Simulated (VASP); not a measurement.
Data:

```
KF
1.0
    0.00000     2.73714     2.73714
    2.73714     0.00000     2.73714
    2.73714     2.73714     0.00000
K F
1 1
Cartesian
  5.47429   5.47429   5.47429
  2.73714   2.73714   2.73714
```

Level of theory: HSE06 screened hybrid, VASP's PBE PAW potentials (set 64) (plane waves; VASP 6.6.1). Numerical set-up: 520 eV cut-off, 6×6×6 Γ-centred mesh, Gaussian smearing of 0.050 eV, potentials K_sv F.

Question: Estimate the energy per atom (σ→0), pressure, band gap (on the k-mesh) with the smallest direct gap where there is one.

Answer: 
The band gap (on the k-mesh) is 7.79 eV and the smallest direct gap (on the k-mesh) is 7.79 eV. The energy per atom (σ→0) comes out as -4.987 eV/atom and the pressure is -1.55 GPa.

The absolute energy has meaning only against runs of the same code, potentials and settings.

The compound is KF in the rock salt structure. This cell is one point of a volume scan, at 1.03 of the reference volume. The cell's shape comes from a PBE relaxation.
